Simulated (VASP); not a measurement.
Level of theory: revTPSS meta-GGA, VASP's PBE PAW potentials (set 64) (plane waves; VASP).

VASP input:

**INCAR**
```
# general
SYSTEM  = In
PREC    = Accurate
ENCUT   = 520   # plane-wave cut-off (eV)
LREAL   = .FALSE.   # projection in real space or not
LASPH   = .TRUE.   # aspherical one-centre terms

# electronic loop
EDIFF   = 1E-7
NELM    = 100
ALGO    = Normal   # blocked Davidson
LMAXMIX = 4   # l cut-off of mixed one-centre charges
LMIXTAU = .TRUE.

# smearing
ISMEAR  = -5   # tetrahedra, Bloechl

# functional
METAGGA = RTPSS

# ions
ISIF    = 2   # forces and stress, cell fixed

# output
LWAVE   = .FALSE.
LCHARG  = .FALSE.
LORBIT  = 11   # lm-projected
NEDOS   = 601   # DOS grid
```

KPOINTS_OPT:
```
k-points along high-symmetry lines
6
Line-mode
Reciprocal
  0.000000   0.000000   0.000000 ! GAMMA
 -0.000000   0.000000   0.500000 ! X

 -0.000000   0.000000   0.500000 ! X
  0.250000   0.250000   0.250000 ! P

  0.250000   0.250000   0.250000 ! P
  0.000000   0.500000  -0.000000 ! N

  0.000000   0.500000  -0.000000 ! N
  0.000000   0.000000   0.000000 ! GAMMA

  0.000000   0.000000   0.000000 ! GAMMA
  0.500000   0.500000  -0.500000 ! M

  0.500000   0.500000  -0.500000 ! M
  0.357770   0.642230  -0.357770 ! S

 -0.357770   0.357770   0.357770 ! S_0
  0.000000   0.000000   0.000000 ! GAMMA

 -0.000000   0.000000   0.500000 ! X
 -0.215539   0.215539   0.500000 ! R

  0.500000   0.500000  -0.215539 ! G
  0.500000   0.500000  -0.500000 ! M
```

**POSCAR**
```
In
1
   -1.5983829058     1.5983829058     2.4576266779
    1.5983829058    -1.5983829058     2.4576266779
    1.5983829058     1.5983829058    -2.4576266779
In
1
Direct
  0.0000000000   0.0000000000   0.0000000000
```

### KPOINTS
```
Automatic
0
G
 18 18 18
```

POTCAR, in this order: In_d (PBE.64 set). Program: vasp_std.

What VASP printed:

File OUTCAR:
```
 ion  position               nearest neighbor table
   1  0.000  0.000  0.000-
  LATTYP: Found a body centered tetragonal cell.
 ALAT       =     3.1967658116
 C/A-ratio  =     1.5375706716
 Subroutine PRICEL returns:
 Original cell was already a primitive cell.
 Subroutine GETGRP returns: Found 16 space group operations
The static configuration has the point symmetry D_4h.
The dynamic configuration has the point symmetry D_4h.
 Subroutine INISYM returns: Found 16 space group operations
 Subroutine IBZKPT returns following result:
 Found    480 irreducible k-points:

 Following reciprocal coordinates:
            Coordinates               Weight
  0.000000  0.000000  0.000000      1.000000
  0.055556 -0.000000  0.000000      8.000000
  0.111111 -0.000000  0.000000      8.000000
  0.166667  0.000000  0.000000      8.000000
  0.222222  0.000000  0.000000      8.000000
  0.277778 -0.000000  0.000000      8.000000
  0.333333 -0.000000  0.000000      8.000000
  0.388889 -0.000000  0.000000      8.000000
  0.444444  0.000000  0.000000      8.000000
...
```

**OSZICAR**
```
       N       E                     dE             d eps       ncg     rms          rms(c)
DAV:   1     0.101970878257E+03    0.10197E+03   -0.69813E+03  9658   0.186E+03
DAV:   2     0.160198397514E+02   -0.85951E+02   -0.84873E+02  9764   0.369E+02
DAV:   3     0.976412600502E+01   -0.62557E+01   -0.62338E+01 11572   0.138E+02
DAV:   4     0.959017817220E+01   -0.17395E+00   -0.17392E+00 12318   0.255E+01
DAV:   5     0.958450533275E+01   -0.56728E-02   -0.56752E-02 13650   0.391E+00    0.469E+00
DAV:   6     0.149606783764E+02    0.53762E+01   -0.11963E+01  9608   0.815E+01    0.139E+00
DAV:   7     0.146397273138E+02   -0.32095E+00   -0.29035E-01 10414   0.928E+00    0.112E+00
DAV:   8     0.148600323142E+02    0.22031E+00   -0.45676E-01 10482   0.144E+01    0.618E-01
DAV:   9     0.146119747105E+02   -0.24806E+00   -0.10456E-01  9634   0.554E+00    0.319E-01
DAV:  10     0.146193484056E+02    0.73737E-02   -0.26489E-03 10404   0.581E-01    0.220E-01
DAV:  11     0.146131141370E+02   -0.62343E-02   -0.18040E-02 10714   0.317E+00    0.869E-02
DAV:  12     0.146127403597E+02   -0.37378E-03   -0.81416E-04 10098   0.389E-01    0.677E-02
DAV:  13     0.146128035171E+02    0.63157E-04   -0.10041E-04 14692   0.206E-01    0.694E-02
DAV:  14     0.146127450866E+02   -0.58431E-04   -0.74265E-05 10916   0.211E-01    0.298E-02
DAV:  15     0.146127328409E+02   -0.12246E-04   -0.14849E-05  9946   0.679E-02    0.983E-03
DAV:  16     0.146127324653E+02   -0.37564E-06   -0.16993E-06 10808   0.306E-02    0.421E-03
DAV:  17     0.146127330681E+02    0.60283E-06   -0.24334E-07 10658   0.110E-02    0.248E-03
DAV:  18     0.146127329589E+02   -0.10924E-06   -0.19471E-07  9808   0.954E-03    0.282E-03
DAV:  19     0.146127328838E+02   -0.75036E-07   -0.11050E-08  5184   0.217E-03
   1 F= 0.14612733E+02 E0= 0.14612733E+02  d E =0.000000E+00
       N       E                     dE             ncg
```

OUTCAR:
```
------------------------ aborting loop because EDIFF is reached ----------------------------------------
  FORCE on cell =-STRESS in cart. coord.  units (eV):
  Direction    XX          YY          ZZ          XY          YZ          ZX
  --------------------------------------------------------------------------------------
  Total        0.0385353      0.0385353     -0.0328087      0.0000000     -0.0000000      0.0000000
  in kB        2.4582838      2.4582838     -2.0929647      0.0000000     -0.0000000      0.0000000
  external PRESSURE =       0.9412009 kB  Pullay stress =       0.0000000 kB
  volume of cell :       25.12
      direct lattice vectors                 reciprocal lattice vectors
    -1.598382906  1.598382906  2.457626678     0.000000000  0.312816158  0.203448312
     1.598382906 -1.598382906  2.457626678     0.312816158  0.000000000  0.203448312
     1.598382906  1.598382906 -2.457626678     0.312816158  0.312816158  0.000000000
 POSITION                                       TOTAL-FORCE (eV/Angst)
 -----------------------------------------------------------------------------------
      0.00000      0.00000      0.00000        -0.000000      0.000000      0.000000
 -----------------------------------------------------------------------------------
    total drift:                               -0.000000      0.000000     -0.000000
  FREE ENERGIE OF THE ION-ELECTRON SYSTEM (eV)
  ---------------------------------------------------
  free  energy   TOTEN  =        14.6127328838 eV

  energy  without entropy=       14.6127328838  energy(sigma->0) =       14.61273288

 total charge

# of ion       s       p       d       tot
------------------------------------------
    1        0.913   0.499   9.836  11.248
```
(Selected blocks of OUTCAR.)

For a metal the tetrahedron method with Blöchl corrections gives inexact stress and forces.

The compound is In in the bct structure. It was relaxed first.
